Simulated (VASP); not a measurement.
Consider the following.

```xyz
2
Lattice="2.8190 0.0000 0.0000 0.0000 2.8190 0.0000 0.0000 0.0000 4.0609" Properties=species:S:1:pos:R:3 pbc="T T T"
Ti     0.0000     0.0000     4.0609
Al     1.4095     1.4095     2.0305
```

Method: optB88-vdW, VASP's PBE PAW potentials (set 64) (plane waves; VASP). Run with 520 eV cut-off, 14×14×10 Γ-centred mesh, tetrahedra with Blöchl corrections, potentials Ti_sv Al.

Q: Tabulate the total density of states (states/eV per cell) against energy (eV; zero at the valence-band maximum or, without a gap, the Fermi level).

A: 
```
E (eV)  DOS (states/eV)
------  ---------------
-9.90              0.00
-9.69              0.00
-9.47              0.00
-9.26              0.00
-9.05              0.00
-8.73              0.10
-8.52              0.15
-8.30              0.19
-8.09              0.23
-7.88              0.26
-7.67              0.32
-7.45              0.38
-7.24              0.38
-6.92              0.38
-6.71              0.39
-6.49              0.40
-6.28              0.40
-6.07              0.41
-5.86              0.42
-5.64              0.43
-5.43              0.45
-5.22              0.50
-4.90              0.60
-4.68              0.54
-4.47              0.46
-4.26              0.45
-4.04              0.47
-3.83              0.50
-3.62              0.55
-3.41              0.62
-3.09              0.70
-2.87              0.81
-2.66              1.05
-2.45              1.03
-2.23              1.56
-2.02              1.33
-1.81              1.37
-1.60              2.79
-1.28              1.38
-1.06              0.99
-0.85              1.25
-0.64              1.78
-0.42              1.89
-0.21              2.31
0.00               1.80
0.21               1.57
0.43               1.41
0.75               1.21
0.96               1.67
1.17               2.15
1.39               2.44
1.60               2.34
1.81               3.49
2.02               3.66
2.24               2.79
2.56               1.32
2.77               1.06
2.98               1.20
3.19               1.00
3.41               0.83
```
Within 2 eV below the Fermi level the largest weight inside VASP's projection spheres is Ti d.

The compound is TiAl in the L1_0 structure. It was relaxed first. The electron count is odd and the run is not spin-polarised, which forces a metal.
